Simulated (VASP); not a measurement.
A run of VASP 6.6.1 is set up as follows.

INCAR

```
SYSTEM = Ir
PREC = Accurate ; ENCUT = 600
EDIFF = 1E-7 ; ISMEAR = 0
SIGMA = 0.1 ; LREAL = .FALSE.
LASPH = .TRUE. ; NELM = 80
ALGO = Normal ; ISIF = 3
LWAVE = .FALSE. ; LCHARG = .FALSE.
GGA = RP ; IBRION = 2
NSW = 90 ; EDIFFG = -0.005
```

The input KPOINTS:

```
Automatic mesh
0
G
  18 18 18
  0 0 0
```

File POSCAR:

```
Ir
1.0
    0.0000000000      1.9269646700      1.9269646700
    1.9269646700      0.0000000000      1.9269646700
    1.9269646700      1.9269646700      0.0000000000
Ir
1
Direct
    0.0000000000      0.0000000000      0.0000000000
```

Potentials or basis: VASP PAW PBE potentials, release 64 (Ir).

The run is started by

```console
$ cat potpaw_PBE.64/Ir/POTCAR > POTCAR
$ mpirun -np 1 vasp_std > vasp.out
```

(1) What does it give for the relaxed cell?

(2) Predict the space group after relaxing (to 0.05 Å).

(3) Estimate the band gap on the k mesh.

Results:

(1) a = 2.749 Å, b = 2.749 Å, c = 2.749 Å, α = 60.00°, β = 60.00°, γ = 60.00°.

(2) Fm-3m (No. 225).

(3) none (metal or under the smearing width).
